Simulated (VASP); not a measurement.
Input of a VASP 6.6.1 run:

Contents of POSCAR:

```
C
1.0
    0.0000000000      1.7833700000      1.7833700000
    1.7833700000      0.0000000000      1.7833700000
    1.7833700000      1.7833700000      0.0000000000
C
2
Direct
    0.0000000000      0.0000000000      0.0000000000
    0.2500000000      0.2500000000      0.2500000000
```

File INCAR.step1:

```
SYSTEM = C
PREC = Accurate
ENCUT = 450
EDIFF = 1E-8
ISMEAR = 0
SIGMA = 0.01
LREAL = .FALSE.
LASPH = .TRUE.
NELM = 80
ALGO = Normal
LWAVE = .TRUE.
LCHARG = .FALSE.
GGA = PS
KPAR = 8
```

The input INCAR.step2:

```
SYSTEM = C
PREC = Accurate
ENCUT = 450
EDIFF = 1E-8
ISMEAR = 0
SIGMA = 0.01
LREAL = .FALSE.
LASPH = .TRUE.
NELM = 1
ALGO = Exact
LWAVE = .TRUE.
LCHARG = .FALSE.
GGA = PS
NBANDS = 224
LOPTICS = .TRUE.
ISTART = 1
KPAR = 8
```

Contents of INCAR.step3:

```
SYSTEM = C
PREC = Accurate
ENCUT = 450
EDIFF = 1E-8
ISMEAR = 0
SIGMA = 0.01
LREAL = .FALSE.
LASPH = .TRUE.
ALGO = EVGW0
LWAVE = .FALSE.
LCHARG = .FALSE.
GGA = PS
NELMGW = 1
NBANDS = 224
ENCUTGW = 230
NOMEGA = 50
PRECFOCK = Fast
ISTART = 1
NBANDSGW = 12
KPAR = 8
```

The input KPOINTS:

```
Automatic mesh
0
G
  8 8 8
  0 0 0
```

Potentials or basis: VASP PAW PBE potentials, release 64 (C_GW).

The run is started by

```sh
$ cat potpaw_PBE.64/C_GW/POTCAR > POTCAR
$ cp INCAR.step1 INCAR
$ mpirun -np 8 vasp_std > vasp.out
$ cp INCAR.step2 INCAR
$ mpirun -np 8 vasp_std > vasp.out
$ cp INCAR.step3 INCAR
$ mpirun -np 8 vasp_std > vasp.out
```

Task: What does it give for the quasiparticle gap?

Result: 5.45 eV.

Task: What does it give for the least direct quasiparticle gap?

Result: 7.34 eV.

Task: Estimate the band gap on the k mesh, mean-field level.

Result: 4.01 eV, indirect (least direct gap 5.54 eV).

Caveat: bands, screening cutoff and mesh are small and nothing is extrapolated, so the quasiparticle values aren't converged. A k mesh can miss the band edges.
